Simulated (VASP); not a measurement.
Level of theory: PBE GGA with D4 dispersion, VASP's PBE PAW potentials (set 64) (plane waves; VASP).

VASP ran on this input.

### INCAR
```
ALGO=Normal
EDIFF=1E-7
ENCUT=520
GGA=PE
ISIF=2
ISMEAR=-5
ISPIN=2
IVDW=13
LASPH=.TRUE.
LCHARG=.TRUE.
LEFG=.TRUE.
LMAXMIX=4
LORBIT=11
LREAL=.FALSE.
LWAVE=.FALSE.
MAGMOM=4.5 -4.5 -0.0 2*0.0 -0.0
NEDOS=601
NELM=100
PREC=Accurate
SYSTEM=MnF2
```

POSCAR:
```
MnF2
1
    4.8848969262    -0.0000000000     0.0000000000
    0.0000000000     4.8848969262     0.0000000000
    0.0000000000     0.0000000000     3.3197091013
Mn F
2 4
Direct
  0.0000000000   1.0000000000   0.0000000000
  0.5000000000   0.5000000000   0.5000000000
  0.3033658923   0.3033658923   1.0000000000
  0.8033658923   0.1966341077   0.5000000000
  0.1966341077   0.8033658923   0.5000000000
  0.6966341077   0.6966341077   0.0000000000
```

**KPOINTS**
```
K-points
0
gamma
  5 5 8
```

POTCAR, in this order: Mn_pv F (PBE.64 set). Program: vasp_std.

**Question.** What does the run give for the energy per atom (σ→0), cell moment, dispersion energy?

**Answer.** 
- energy per atom (σ→0) = -649.0 kJ/mol of atoms
- cell moment = 0.00 μB
- dispersion energy = -0.928 eV

### OSZICAR
```
...
DAV:  11    -0.394295539083E+02   -0.31456E-03   -0.74869E-04  4432   0.248E-01    0.632E-02
DAV:  12    -0.394297631099E+02   -0.20920E-03   -0.11509E-04  4280   0.828E-02    0.478E-02
DAV:  13    -0.394297990876E+02   -0.35978E-04   -0.35324E-05  4152   0.431E-02    0.124E-02
DAV:  14    -0.394298075326E+02   -0.84450E-05   -0.12383E-05  4288   0.264E-02    0.359E-03
DAV:  15    -0.394298078271E+02   -0.29452E-06   -0.61854E-07  3656   0.579E-03    0.194E-03
DAV:  16    -0.394298081226E+02   -0.29557E-06   -0.20870E-07  3360   0.315E-03    0.719E-04
DAV:  17    -0.394298081374E+02   -0.14807E-07   -0.11214E-08  2320   0.887E-04
   1 F= -.40357508E+02 E0= -.40357508E+02  d E =0.000000E+00  mag=     0.0000
```

The compound is MnF2 in the rutile structure. It was relaxed first.
